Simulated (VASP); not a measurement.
Consider the following.

```xyz
2
Lattice="0.0000 2.1851 2.1851 2.1851 0.0000 2.1851 2.1851 2.1851 0.0000" Properties=species:S:1:pos:R:3 pbc="T T T"
Nb     0.0000     0.0000     0.0000
N      2.1851     2.1851     2.1851
```

Level of theory: AM05 GGA, VASP's PBE PAW potentials (set 64) (plane waves; VASP). Settings: 520 eV cut-off, 16×16×16 Γ-centred mesh, tetrahedra with Blöchl corrections, potentials Nb_sv N.

Question: The job: NbN (rock salt), 2 atoms, AM05, static run, 520 eV, 16×16×16 Γ-centred mesh. Roughly how much core time does it take on a busy server core?

Answer: About 20 core-seconds (one run on a shared machine, a rough figure). It had 145 irreducible k-points, 13 bands, up to 588 plane waves and 15 electronic steps.

The compound is NbN in the rock salt structure, the cubic δ form, which competes with hexagonal ones. It was relaxed first. VASP warned that the highest band is occupied, so more bands are needed.
